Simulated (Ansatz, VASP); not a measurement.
## Cross-check of Bi (Bismuth) between VASP and Ansatz

Aim: how closely do two programs agree when they are given the same cell, functional and k mesh? The cell is taken from a series of runs on this material, whose earlier steps may have relaxed, scaled, displaced or heated it; both programs get it as it stands.

Main program and level: Ansatz 0.2.0; plane waves, with VASP 6.6.1 beside it; zone-centre phonons at LDA.

## (1) Starting point

Symmetry: R-3m, No. 166, trigonal system. Conventional cell: a = 4.453 Å, b = 4.453 Å, c = 11.245 Å, α = 90.00°, β = 90.00°, γ = 120.00°. Nearest to Bi lie 6 Bi at 3.04 to 3.33 Å.

## (2) VASP: zone-centre phonons, LDA

Second derivatives magnify differences that forces hide, and they need a tight electronic threshold.

Lines of VASP's logs that name or quote its potential files are left out, and so is its time.

The input, INCAR:

```
SYSTEM = Bi
PREC = Accurate
ENCUT = 500
EDIFF = 1E-08
NELM = 120
ISMEAR = 1
SIGMA = 0.2
LREAL = .FALSE.
ALGO = Normal
GGA = CA
NBANDS = 21
LORBIT = 11
LWAVE = .FALSE.
LCHARG = .FALSE.
ISIF = 2
IBRION = 8
LASPH = .TRUE.
GGA_COMPAT = .FALSE.
KPAR = 2
```

The input, POSCAR:

```
Bi
1.0
    2.2264008082      1.2854131060      3.7483943880
   -2.2264008082      1.2854131060      3.7483943880
    0.0000000000     -2.5708262119      3.7483943880
Bi
2
Direct
    0.2391295450      0.2391295450      0.2391295450
    0.7608704550      0.7608704550      0.7608704550
```

The input, KPOINTS:

```
Automatic mesh
0
Gamma
12 12 12
0 0 0
```

Potentials, in the order of the species: Bi_d (LDA family, release 64).

Command:

```console
$ mpirun -np 2 vasp_std
```

Numbers of over 12 decimals in the logs are rounded to 6 here.

What it wrote:

```text
[banner, memory and clock lines left out]
running    2 mpi-ranks, on    1 nodes
 distrk:  each k-point on    1 cores,    2 groups
 distr:  one band on    1 cores,    1 groups

 POSCAR found type information on POSCAR Bi
 POSCAR found :  1 types and       2 ions
 LDA part: xc-table for (Slater(with rela. corr.)+CA(PZ))
 , standard interpolation
 POSCAR, INCAR and KPOINTS ok, starting setup
 FFT: planning ... GRIDC
 FFT: planning ... GRID_SOFT
 FFT: planning ... GRID
 WAVECAR not read
 entering main loop
       N       E                     dE             d eps       ncg     rms          rms(c)
DAV:   1     0.304369842858E+03    0.30437E+03   -0.16085E+04  7953   0.172E+03
DAV:   2     0.163525160353E+02   -0.28802E+03   -0.28188E+03  8048   0.447E+02
DAV:   3    -0.823857739134E+01   -0.24591E+02   -0.24260E+02  9434   0.147E+02
DAV:   4    -0.909129990307E+01   -0.85272E+00   -0.85189E+00  9484   0.300E+01
DAV:   5    -0.913010027575E+01   -0.38800E-01   -0.38800E-01 11208   0.574E+00    0.108E+00
DAV:   6    -0.911477881668E+01    0.15321E-01   -0.19235E-02 10378   0.155E+00    0.616E-01
DAV:   7    -0.910766581159E+01    0.71130E-02   -0.11734E-02 10432   0.126E+00    0.106E-01
DAV:   8    -0.910757099731E+01    0.94814E-04   -0.11879E-03  9066   0.432E-01    0.158E-02
DAV:   9    -0.910757452067E+01   -0.35234E-05   -0.56171E-05 11677   0.679E-02    0.651E-03
DAV:  10    -0.910757455853E+01   -0.37860E-07   -0.23927E-06  9994   0.107E-02    0.153E-03
DAV:  11    -0.910757460017E+01   -0.41643E-07   -0.15363E-07 10402   0.284E-03    0.556E-04
DAV:  12    -0.910757460365E+01   -0.34738E-08   -0.16949E-08  7559   0.115E-03
   1 F= -.91075746E+01 E0= -.91082137E+01  d E =0.191742E-02
 Linear response reoptimize wavefunctions to high precision
DAV:   1    -0.910757460317E+01    0.47476E-09   -0.27755E-09  5666   0.641E-04
DAV:   2    -0.910757460322E+01   -0.50932E-10   -0.54232E-10  5119   0.257E-04
 Linear response DOF=           2
 Linear response progress:
  Degree of freedom:   1/  2
       N       E                     dE             d eps       ncg     rms          rms(c)
RMM:   1    -0.330410113043E+00   -0.33041E+00    0.24780E-01 48259   0.848E+00
RMM:   2    -0.339225170109E+00   -0.88151E-02   -0.21282E-02 62297   0.121E+00    0.469E-02
RMM:   3    -0.339479990980E+00   -0.25482E-03   -0.17756E-03 66679   0.343E-01    0.264E-02
RMM:   4    -0.339410674528E+00    0.69316E-04   -0.14839E-04 69013   0.106E-01    0.605E-03
RMM:   5    -0.339424232970E+00   -0.13558E-04   -0.20066E-05 64932   0.355E-02    0.241E-03
RMM:   6    -0.339429269725E+00   -0.50368E-05   -0.41397E-06 67521   0.154E-02    0.103E-03
RMM:   7    -0.339426811934E+00    0.24578E-05   -0.16232E-06 67836   0.527E-03    0.341E-04
RMM:   8    -0.339422598666E+00    0.42133E-05   -0.70240E-07 69237   0.192E-03    0.110E-04
RMM:   9    -0.339420679411E+00    0.19193E-05    0.11749E-06 69823   0.840E-04    0.261E-05
RMM:  10    -0.339420645835E+00    0.33575E-07    0.17054E-07 72225   0.410E-04    0.156E-05
RMM:  11    -0.339420472202E+00    0.17363E-06    0.24210E-07 71283   0.249E-04    0.967E-06
RMM:  12    -0.339420064269E+00    0.40793E-06    0.12105E-07 69391   0.171E-04    0.559E-06
RMM:  13    -0.339420233054E+00   -0.16879E-06    0.48910E-08 64971   0.125E-04    0.347E-06
RMM:  14    -0.339420168232E+00    0.64822E-07    0.37241E-08 69492   0.101E-04    0.173E-06
RMM:  15    -0.339420125544E+00    0.42688E-07    0.16149E-08 74327   0.918E-05    0.527E-07
RMM:  16    -0.339420123734E+00    0.18101E-08    0.77913E-09 76437   0.867E-05    0.518E-07
 first order change of Fermi-energy  -0.12512E-04
 force on displaced ion       1 direction 1 :  -1.474   0.000   0.000
 Linear response progress:
  Degree of freedom:   2/  2
       N       E                     dE             d eps       ncg     rms          rms(c)
RMM:   1    -0.330804708139E+00   -0.33080E+00    0.26961E-01 10501   0.856E+00
RMM:   2    -0.339511210573E+00   -0.87065E-02   -0.20519E-02 13592   0.120E+00    0.417E-02
RMM:   3    -0.339673352648E+00   -0.16214E-03   -0.16705E-03 14560   0.333E-01    0.231E-02
RMM:   4    -0.339525722303E+00    0.14763E-03   -0.14496E-04 14856   0.106E-01    0.561E-03
RMM:   5    -0.339537016640E+00   -0.11294E-04   -0.18590E-05 14763   0.335E-02    0.314E-03
RMM:   6    -0.339548581346E+00   -0.11565E-04   -0.33581E-06 14161   0.146E-02    0.831E-04
RMM:   7    -0.339549290092E+00   -0.70875E-06   -0.44242E-07 14727   0.485E-03    0.525E-04
RMM:   8    -0.339546080393E+00    0.32097E-05   -0.56733E-08 13467   0.181E-03    0.867E-05
RMM:   9    -0.339545555654E+00    0.52474E-06   -0.15311E-08 15494   0.835E-04    0.549E-05
RMM:  10    -0.339545277065E+00    0.27859E-06    0.14127E-08 14800   0.349E-04    0.333E-05
RMM:  11    -0.339545059286E+00    0.21778E-06    0.29638E-08 14587   0.206E-04    0.836E-06
RMM:  12    -0.339545050136E+00    0.91499E-08    0.31984E-08 15612   0.134E-04    0.207E-06
 first order change of Fermi-energy   0.22569E+00
 force on displaced ion       1 direction 3 :   0.000  -0.000  -3.774
 Linear response finished
```

OUTCAR, selected parts (step 2):

```text
ion  position               nearest neighbor table
   1  0.239  0.239  0.239-   2 3.04   2 3.04   2 3.04   2 3.33   2 3.33   2 3.33
   2  0.761  0.761  0.761-   1 3.04   1 3.04   1 3.04   1 3.33   1 3.33   1 3.33

  LATTYP: Found a trigonal (rhomboedric) cell.
 ALAT       =     4.5452841385
 COS(alpha) =     0.5201399191

 Subroutine GETGRP returns: Found 12 space group operations
 (whereof 12 operations were pure point group operations)

The static configuration has the point symmetry D_3d.

 Found    189 irreducible k-points:

   k-points           NKPTS =    189   k-points in BZ     NKDIM =    189   number of bands    NBANDS=     21

   dimension x,y,z NGX =    36 NGY =   36 NGZ =   36
   dimension x,y,z NGXF=    72 NGYF=   72 NGZF=   72

   ENCUT  =  500.0 eV  36.75 Ry    6.06 a.u.   8.29  8.29  8.29*2*pi/ulx,y,z

   NELECT =      30.0000    total number of electrons

 k-points in reciprocal lattice and weights: Automatic mesh
   0.00000000  0.00000000  0.00000000       0.001
   0.08333333  0.00000000  0.00000000       0.003
   0.16666667 -0.00000000  0.00000000       0.003
   0.25000000  0.00000000  0.00000000       0.003
   0.33333333  0.00000000  0.00000000       0.003
   0.41666667 -0.00000000  0.00000000       0.003
   0.50000000  0.00000000  0.00000000       0.002
   0.08333333  0.08333333  0.00000000       0.003
   0.16666667  0.08333333  0.00000000       0.007
[...]
-0.41666667  0.50000000  0.41666667       0.003
   0.50000000  0.50000000  0.50000000       0.001

 average (electrostatic) potential at core
       1-103.7390       2-103.7390

  Total        0.8338275      0.8338275      0.8216420      0.0000000      0.0000000      0.0000000
  in kB       20.7560248     20.7560248     20.4526991      0.0000000      0.0000000      0.0000000
  external PRESSURE =      20.6549162 kB  Pullay stress =       0.0000000 kB

  energy-cutoff  :      500.00
  volume of cell :       64.36
      direct lattice vectors                 reciprocal lattice vectors
     2.226400808  1.285413106  3.748394388     0.224577712  0.129660003  0.088926964
    -2.226400808  1.285413106  3.748394388    -0.224577712  0.129660003  0.088926964
     0.000000000 -2.570826212  3.748394388     0.000000000 -0.259320005  0.088926964

 POSITION                                       TOTAL-FORCE (eV/Angst)
 -----------------------------------------------------------------------------------
      0.00000      0.00000      2.68906         0.000000      0.000000      0.017024
      0.00000      0.00000      8.55613         0.000000     -0.000000     -0.017024
 -----------------------------------------------------------------------------------
    total drift:                               -0.000000      0.000000     -0.000000

 Eigenvectors and eigenvalues of the dynamical matrix
 ----------------------------------------------------

   1 f  =    2.971065 THz    18.667754 2PiTHz   99.104072 cm-1    12.287333 meV
             X         Y         Z           dx          dy          dz
      0.000000  0.000000  2.689056     0.000000    0.000000    0.707107
      0.000000  0.000000  8.556128     0.000000   -0.000000   -0.707107

   2 f  =    1.856865 THz    11.667029 2PiTHz   61.938363 cm-1     7.679375 meV
             X         Y         Z           dx          dy          dz
      0.000000  0.000000  2.689056     0.000000    0.707107   -0.000000
      0.000000  0.000000  8.556128     0.000000   -0.707107    0.000000

   3 f  =    1.856865 THz    11.667029 2PiTHz   61.938363 cm-1     7.679375 meV
             X         Y         Z           dx          dy          dz
      0.000000  0.000000  2.689056    -0.707107    0.000000    0.000000
      0.000000  0.000000  8.556128     0.707107    0.000000   -0.000000

   4 f  =    0.000000 THz     0.000000 2PiTHz    0.000002 cm-1     0.000000 meV
             X         Y         Z           dx          dy          dz
      0.000000  0.000000  2.689056    -0.003895    0.051372    0.705227
      0.000000  0.000000  8.556128    -0.003895    0.051372    0.705227

   5 f  =    0.000000 THz     0.000000 2PiTHz    0.000001 cm-1     0.000000 meV
             X         Y         Z           dx          dy          dz
      0.000000  0.000000  2.689056     0.698976   -0.106290    0.011603
      0.000000  0.000000  8.556128     0.698976   -0.106290    0.011603

   6 f/i=    0.000000 THz     0.000000 2PiTHz    0.000001 cm-1     0.000000 meV
             X         Y         Z           dx          dy          dz
      0.000000  0.000000  2.689056     0.106850    0.697183   -0.050195
      0.000000  0.000000  8.556128     0.106850    0.697183   -0.050195

 ELASTIC MODULI CONTR FROM IONIC RELAXATION (kBar)
 Direction    XX          YY          ZZ          XY          YZ          ZX
 --------------------------------------------------------------------------------
 XX        -149.4718     44.3424    -90.6505     -0.0000    196.1179      0.0000
 YY          44.3424   -149.4718    -90.6505      0.0000   -196.1179     -0.0000
 ZZ         -90.6505    -90.6505   -156.3315      0.0000     -0.0000     -0.0000
 XY          -0.0000      0.0000      0.0000    -96.9071      0.0000    193.4521
 YZ         196.1179   -196.1179     -0.0000      0.0000   -396.8979     -0.0000
 ZX           0.0000     -0.0000     -0.0000    193.4521     -0.0000   -386.1811
 --------------------------------------------------------------------------------
```

## (3) Ansatz: zone-centre phonons, LDA

Ansatz runs on its PAW soft_1 files.

The same cell, functional (in two slightly different forms), mesh and smearing now go to Ansatz, which takes its cutoff from its data sets.

The input, input.yaml:

```yaml
crystal:
  lattice:
    - [2.2264008082, 1.285413106, 3.748394388]
    - [-2.2264008082, 1.285413106, 3.748394388]
    - [0.0, -2.5708262119, 3.748394388]
  atoms:
    - { symbol: Bi, position: [0.239129545, 0.239129545, 0.239129545] }
    - { symbol: Bi, position: [0.760870455, 0.760870455, 0.760870455] }
kpoints:
  mp_grid: { grid: [12, 12, 12] }
hamiltonian:
  xc: lda
  pseudopotentials: { kind: paw, azcp: { folder: soft_1 }, xc_functional: pbe }
scf:
  occupations: { method: methfessel_paxton, width: 0.2 }
output:
  eigenvalues: true
phonons:
  method: dfpt
```

Command:

```console
$ ansatz run input.yaml --threads 4 --pin off --max-ram 10240MiB --backend cpu --events-out ev --progress --plain --runs-dir out
```

What it wrote:

```text
Engine: ansatz 0.2.0, aarch64-unknown-linux-gnu
Pseudopotentials: kind: paw
Pseudopotential: Bi, paw, valence charge 15, recommended cutoff 420 eV (normal), soft_1/Bi.paw.azcp
Functional definition: SPW92
  exchange = slater_x
  correlation = pw_c
Crystal: 2 atoms, lattice volume = 64.364 Å³
Basis set: ecut = 420 eV, 1267 PW (Γ), exchange–correlation on 64×64×64 points (8 copies of the dense FFT grid, shifted against one another)
Bands: 19, of which v1, the nominal top of the filled ones, is band 15 counted from 1 (14 counted from 0)
Symmetry: 12 space group operations
k-points: 476 of 1728 (irreducible under 2 space group operations, time reversal used)
Non-local potential: Bi, projectors of the file, l = 0: 2, l = 1: 2, l = 2: 2, l = 3: 1
PAW form: soft (Blöchl's): semilocal exchange-correlation on the pseudo side does not see the compensation charge
PAW frozen core: Bi, regenerated for the run's functional, and the local potential with it (the file was generated under x = pbe(κ = 0.804, μ = 0.219515), c = pbe(β = 0.066725))
PAW one-centre angular grid: Bi, 590 points (default); XC on 64 Gauss nodes
Initial density: superposition of atomic densities (chi_scale 0.1, normalization cell)
Initial wavefunctions: pseudopotential atomic-orbital guess
Functional: x = slater, c = lda
SCF iter   1: F=—  HF=-24175.693311 eV  |F-HF|=—  |Δ(HF+E_count)|=         —  Δρ=1.17e-2  dr2=7.51e-2  ethr=3.10e-3  ⟨swp⟩=5.5  Hψ=43748  notcnv=0
preconditioner: auto → Kerker (q_TF=auto, 2.402 Å⁻¹)  [metal: Δε(μ)=0.048 eV  Ē_g=20.448 eV  σ=0.200 eV  W_gap=0.20  n_scr=14 (ndim 8)  ℏωp=25.4 eV  f_vac=0.000  D(μ)=0.22/eV (n_scr^D=0)]
SCF iter   2: F=—  HF=-24175.677364 eV  |F-HF|=—  |Δ(HF+E_count)|=   1.59e-2  S|Δr|=    0.00e0  Δρ=7.30e-3  dr2=3.13e-2  ethr=2.50e-4  ⟨swp⟩=1.0  Hψ=12852  notcnv=0
SCF iter   3: F=—  HF=-24175.670559 eV  |F-HF|=—  |Δ(HF+E_count)|=   6.80e-3  S|Δr|=    0.00e0  Δρ=1.08e-3  dr2=1.25e-3  ethr=1.04e-4  ⟨swp⟩=2.0  Hψ=16187  notcnv=0
SCF iter   4: F=—  HF=-24175.670396 eV  |F-HF|=—  |Δ(HF+E_count)|=   1.64e-4  S|Δr|=    0.00e0  Δρ=3.36e-4  dr2=1.17e-4  ethr=4.15e-6  ⟨swp⟩=2.6  Hψ=14922  notcnv=0
SCF iter   5: F=—  HF=-24175.670397 eV  |F-HF|=—  |Δ(HF+E_count)|=   1.30e-6  S|Δr|=    0.00e0  Δρ=1.37e-4  dr2=1.42e-5  ethr=3.89e-7  ⟨swp⟩=2.8  Hψ=16431  notcnv=0
SCF iter   6: F=—  HF=-24175.670393 eV  |F-HF|=—  |Δ(HF+E_count)|=   3.76e-6  S|Δr|=    0.00e0  Δρ=1.82e-5  dr2=2.68e-7  ethr=4.74e-8  ⟨swp⟩=2.0  Hψ=16190  notcnv=0
SCF iter   7: F=—  HF=-24175.670391 eV  |F-HF|=—  |Δ(HF+E_count)|=   2.52e-6  S|Δr|=    0.00e0  Δρ=4.11e-6  dr2=1.84e-8  ethr=8.93e-10  ⟨swp⟩=2.0  Hψ=11261  notcnv=0
SCF iter   8: F=—  HF=-24175.670391 eV  |F-HF|=—  |Δ(HF+E_count)|=   2.86e-9  S|Δr|=    0.00e0  Δρ=1.25e-6  dr2=1.29e-9  ethr=6.12e-11  ⟨swp⟩=3.0  Hψ=16717  notcnv=0
SCF iter   9: F=—  HF=-24175.670391 eV  |F-HF|=—  |Δ(HF+E_count)|=  2.98e-10  S|Δr|=    0.00e0  Δρ=1.86e-7  dr2=2.00e-11  ethr=4.29e-12  ⟨swp⟩=2.5  Hψ=15791  notcnv=0
SCF iter  10: F=-24175.670391 eV  HF=-24175.670391 eV  |F-HF|=3.64e-12  |Δ(HF+E_count)|=  1.82e-11  S|Δr|=    0.00e0  Δρ=4.51e-8  dr2=1.47e-12  ethr=1.00e-12  ⟨swp⟩=5.1  Hψ=34988  notcnv=0
SCF 1 converged in 10 iterations: F = -24175.670391 eV  dr2 = 1.47e-12
  greatest PAW one-centre occupation: 0.988 electrons in one spin orbital (limit 2), on the Bi atom at site 1 (counted from 0), in its partial waves of l = 2
DFPT response loops at Γ: preconditioner auto → Kerker (q_TF=auto, 2.402 Å⁻¹) (partly filled bands, converged f_vac=0.000); β = 1.00, the filter's whole step (`scf.mixing.beta` (0.50) is not read by the response loops under this deck's `scf.mixing.preconditioner`; to damp them name `kerker` or `kerker_dos`, under which they read `scf.mixing.beta`, and type it under 1.00, their step now; both keys bind the ground state too); Broyden in place of MSR1
SCF converged after 10 iterations
Stability not checked: this state was not tested for a lower state beside it, because cold or Methfessel-Paxton smearing, or corrected tetrahedra, fill the levels in a way that the test cannot read (fill_not_monotonic; see scf.lower_state_search)
Free energy (F): -24175.670391 eV
Harris-Foulkes:  -24175.670391 eV  (|F-HF|=3.64e-12)
Internal energy: -24175.672258 eV  (E = F + TS)
E sigma→0 (E₀):  -24175.670857 eV
Entropy (-TS):   0.001868 eV (0.934 meV/atom)
Fermi energy:    10.783838 eV
--- Per-component energies (eV) ---
  E_band       = -188.422748
  E_kinetic    = 512.561791
  E_local      = -2578.989803  (includes V_loc(G=0)·N_el)
  E_nonlocal   = 825.307202
  E_hartree    = 956.758884
  E_xc         = -302.445696
  E_vxc        = -264.387702  (∫ρ·V_xc dr)
  E_paw        = -20705.349769  (= ΣΔE_a)
  E_vpaw       = -596.432430  (= ΣTr[D̂ρ^β])
  E_aug_tail   = 0.000436  (compensation charges beyond the density's cutoff)
  E_ewald      = -2883.505661
  E_core_change = -0.009642  (= ΣΔE_core)
  E_smearing   = 0.001868  (= −TS)
  E_closure    = -0.000000  (closes the sum)
  Σ components = -24175.670391   (vs F -24175.670391, Δ=0.00e0)
--- Band table (eV; the first three rows and the last of 476) ---
  k-point 0: bands = [... 11 lower, 3.5161, 9.1862, 9.3601, 9.3601, 13.7475, 13.9693, 13.9693, 16.2964]
  k-point 1: bands = [... 11 lower, 3.3173, 9.2206, 9.3713, 9.4107, 13.5316, 13.6261, 13.7446, 15.9463]
  k-point 2: bands = [... 11 lower, 2.7827, 9.2946, 9.4098, 9.5470, 12.8042, 13.1101, 13.2004, 15.7393]
  k-point 475: bands = [... 11 lower, 0.2080, 9.9839, 10.2139, 10.2139, 11.0840, 11.0840, 11.2102, 18.4412]
--- Phonons (Γ-DFPT): 2 representative perturbations + reference, on 476 of 1728 k-points (Σ response iterations 4) ---
  k mesh reduced under 2 symmetry operations, with k and −k counted as one. Each operation leaves every solved perturbation unchanged. A smaller set is not used because it would not reduce the number of displacements times k-points to solve
  ASR residual: 3.866e-4 → 0.000e0 eV/Å²; symmetrization residual: 7.690e-6 eV/Å²
  ASR residual per site (eV/Å²): 3.87e-4 3.87e-4
  Γ frequencies (cm⁻¹): 0.00 0.00 0.00 60.50 60.50 98.05
  non-analytic LO–TO correction: not included (Born effective charges unavailable; polar crystals: no LO–TO splitting at Γ)
```

The column dr2 measures how far the density is from self-consistency, as an energy; F and HF (Harris–Foulkes) agree once it is small.

## (4) Comparison

Known differences besides the potentials themselves: the two LDA forms differ slightly; the cutoff is 420 eV in Ansatz and 500 eV in VASP; VASP's log shows a relativistic correction to its local exchange, Ansatz's none. Total energies have different zeros and are not compared.

Compared:

```tsv
quantity	Ansatz	VASP	difference
optical mode 1 to 2 (cm⁻¹)	60.5	61.9	-2.32 %
optical mode 3 (cm⁻¹)	98.0	99.1	-1.06 %
```

Modes are paired by rising frequency, not by their patterns, so a pair may set unlike modes beside each other; they are those without the splitting of longitudinal modes.

## (5) Outcome

```
r.m.s. difference of the optical zone-centre modes, each program's sorted by frequency (zone-centre phonons, LDA) : 1.3 cm⁻¹
difference in optical mode 1 to 2 (zone-centre phonons, LDA)                                                      : -2.3 %
```

**Reading.** The r.m.s. difference of the optical zone-centre modes, each program's sorted by frequency is 1.3 cm⁻¹ (zone-centre phonons, LDA). Among the rows given in per cent, the largest difference of the zone-centre phonons, LDA pair is in optical mode 1 to 2, -2.3 %. Such differences can come from data sets, numerical settings and the points named under the comparisons, not from the functional's error against experiment.

[Lines on the potential files, build, host, timing and source positions are cut from VASP's logs without a mark.]

[Logs are printed without paths, hosts, clocks, repeated set-up lines and the standing remarks that a program may print on its own settings, such as how far it seeks lower states.]

[Hosts, paths, dates, database ids (printed as entryN), source tags and the programs' standing remarks are cut or masked in the printed files.]
